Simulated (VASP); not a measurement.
Wanted: the native input for a VASP 6.6.1 run.

```
Task                   : relaxation of cell and atoms
Functional             : PBEsol
Potentials or basis    : VASP PAW PBE potentials, release 64 (Os, I)
Cutoff                 : 600 eV
k mesh                 : 8 × 8 × 5
Occupations            : gaussian, width 0.05 eV
Spin                   : no spin polarisation
Further INCAR settings : ALGO = Normal; EDIFF = 1e-06; IBRION = 2; EDIFFG = -0.02; NSW = 60; ISIF = 3
```

The structure of OsI lies in POSCAR:

```
OsI
1.0
    1.9529164700     -2.7912443400      0.0000000000
    1.9529164700      2.7912443400      0.0000000000
    0.0000000000      0.0000000000      5.4703896700
Os I
1 1
Direct
    0.5000000000      0.5000000000      0.5000000000
    0.0000000000      0.0000000000      0.0000000000
```

The cell was built by a generator and needn't be a form met in nature.

The input as run:

INCAR

```
ALGO = Normal ; EDIFF = 1E-6
EDIFFG = -0.02 ; ENCUT = 600
GGA = PS ; IBRION = 2
ISIF = 3 ; ISMEAR = 0
LASPH = T ; LCHARG = F
LREAL = F ; LWAVE = F
NELM = 80 ; NSW = 60
PREC = Accurate ; SIGMA = 0.05
```

KPOINTS

```
k-points
0
Gamma
  8 8 5
```

Potentials or basis: VASP PAW PBE potentials, release 64 (Os, I).

Command:

```bash
$ cat potpaw_PBE.64/Os/POTCAR potpaw_PBE.64/I/POTCAR > POTCAR
$ mpirun -np 1 vasp_std > vasp.out
```

Results of the run:

```
Relaxed volume                         : 19.31 Å³/atom
Relaxed cell                           : a = 3.145 Å, b = 3.145 Å, c = 4.621 Å, α = 90.00°, β = 90.00°, γ = 122.36°
Space group after relaxing (to 0.05 Å) : Cmmm (No. 65)
Energy gained by relaxing              : 1287.8 meV/atom
Ionic steps                            : 18
Pressure after relaxing                : 0.0 GPa
Band gap on the k mesh                 : none (metal or under the smearing width)
```

Caveat: the volume moved by over 15 % at a fixed basis, so the end points are rough; the PAW data sets were made with another functional, which shifts forces and pressure a little; an odd number of electrons without spin polarisation forces a metal; a magnetic or distorted state may lie lower.

Run time: 3.2 min on 1 thread of Intel(R) Xeon(R) 6975P-C (Granite Rapids), on a shared host, peak memory 0.24 GiB.
